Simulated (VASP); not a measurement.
Computed with PBE GGA, VASP's PBE PAW potentials (set 64) (plane waves; VASP).

Input for VASP

**POSCAR**
```
SnTe
1
    0.0000000000     3.2022268375     3.2022268375
    3.2022268375     0.0000000000     3.2022268375
    3.2022268375     3.2022268375     0.0000000000
Sn Te
1 1
Direct
  0.0000000000   0.0000000000   0.0000000000
  0.5000000000   0.5000000000   0.5000000000
```

INCAR:
```
LASPH = T   # aspherical one-centre terms
ISMEAR = 0
ALGO = Normal
GGA = PE   # PBE
LREAL = F   # projection in real space or not
LMAXMIX = 4   # l cut-off of mixed one-centre charges
SYSTEM = SnTe
SIGMA = 0.05   # width (eV)
PREC = Accurate
EDIFFG = -0.02
EDIFF = 1E-6   # SCF stop (eV)
NSW = 40   # most ionic steps
IBRION = 2   # conjugate gradients
NELM = 100
ENCUT = 500   # plane-wave cut-off (eV)
LWAVE = F
ISIF = 3
LCHARG = F
```

KPOINTS:
```
Automatic mesh
0
Gamma
7 7 7
0 0 0
```

POTCAR, in this order: Sn_d Te (PBE.64 set). Program: vasp_std.

Output of the run:

File OUTCAR:
```
 ion  position               nearest neighbor table
   1  0.000  0.000  0.000-   2 3.20   2 3.20   2 3.20   2 3.20   2 3.20   2 3.20
   2  0.500  0.500  0.500-   1 3.20   1 3.20   1 3.20   1 3.20   1 3.20   1 3.20
  LATTYP: Found a face centered cubic cell.
 ALAT       =     6.4044536750
 Subroutine PRICEL returns:
 Original cell was already a primitive cell.
 Subroutine GETGRP returns: Found 48 space group operations
The static configuration has the point symmetry O_h .
The dynamic configuration has the point symmetry O_h .
 Subroutine INISYM returns: Found 48 space group operations
 Subroutine IBZKPT returns following result:
 Found     20 irreducible k-points:

 Following reciprocal coordinates:
            Coordinates               Weight
  0.000000  0.000000  0.000000      1.000000
  0.142857  0.000000  0.000000      8.000000
  0.285714  0.000000  0.000000      8.000000
  0.428571  0.000000  0.000000      8.000000
  0.142857  0.142857  0.000000      6.000000
  0.285714  0.142857  0.000000     24.000000
  0.428571  0.142857  0.000000     24.000000
 -0.428571  0.142857  0.000000     24.000000
 -0.285714  0.142857  0.000000     24.000000
...
```

### OSZICAR
```
       N       E                     dE             d eps       ncg     rms          rms(c)
DAV:   1     0.124010826472E+03    0.12401E+03   -0.95746E+03   560   0.162E+03
DAV:   2     0.332814922680E+01   -0.12068E+03   -0.11865E+03   584   0.366E+02
DAV:   3    -0.733520089015E+01   -0.10663E+02   -0.10579E+02   746   0.996E+01
DAV:   4    -0.762025015577E+01   -0.28505E+00   -0.28500E+00   616   0.180E+01
DAV:   5    -0.763296555427E+01   -0.12715E-01   -0.12715E-01   836   0.356E+00    0.416E+00
DAV:   6    -0.756661677641E+01    0.66349E-01   -0.17258E-01   694   0.307E+00    0.262E+00
DAV:   7    -0.756774386227E+01   -0.11271E-02   -0.56185E-02   656   0.131E+00    0.871E-01
DAV:   8    -0.756846293076E+01   -0.71907E-03   -0.71653E-03   620   0.800E-01    0.160E-01
DAV:   9    -0.756855221768E+01   -0.89287E-04   -0.64062E-04   716   0.267E-01    0.393E-02
DAV:  10    -0.756857068335E+01   -0.18466E-04   -0.83089E-05   608   0.794E-02    0.231E-02
DAV:  11    -0.756857838486E+01   -0.77015E-05   -0.38413E-05   616   0.511E-02    0.223E-02
DAV:  12    -0.756857816272E+01    0.22214E-06   -0.25571E-06   650   0.989E-03
   1 F= -.75685782E+01 E0= -.75685782E+01  d E =-.756858E+01
```

OUTCAR:
```
------------------------ aborting loop because EDIFF is reached ----------------------------------------
  FORCE on cell =-STRESS in cart. coord.  units (eV):
  Direction    XX          YY          ZZ          XY          YZ          ZX
  --------------------------------------------------------------------------------------
  Total       -0.0026532     -0.0026532     -0.0026532     -0.0000000      0.0000000      0.0000000
  in kB       -0.0647284     -0.0647284     -0.0647284     -0.0000000      0.0000000      0.0000000
  external PRESSURE =      -0.0647284 kB  Pullay stress =       0.0000000 kB
  volume of cell :       65.67
      direct lattice vectors                 reciprocal lattice vectors
     0.000000000  3.202226838  3.202226838    -0.156141343  0.156141343  0.156141343
     3.202226838  0.000000000  3.202226838     0.156141343 -0.156141343  0.156141343
     3.202226838  3.202226838  0.000000000     0.156141343  0.156141343 -0.156141343
 POSITION                                       TOTAL-FORCE (eV/Angst)
 -----------------------------------------------------------------------------------
      0.00000      0.00000      0.00000         0.000000      0.000000      0.000000
      3.20223      3.20223      3.20223        -0.000000      0.000000     -0.000000
 -----------------------------------------------------------------------------------
    total drift:                               -0.000000      0.000000      0.000000
  FREE ENERGIE OF THE ION-ELECTRON SYSTEM (eV)
  ---------------------------------------------------
  free  energy   TOTEN  =        -7.5685781627 eV

  energy  without entropy=       -7.5685781627  energy(sigma->0) =       -7.56857816

 reached required accuracy - stopping structural energy minimisation
```
(Selected blocks of OUTCAR.)

The compound is SnTe in the rock salt structure, which distorts at low temperature. It was relaxed first.
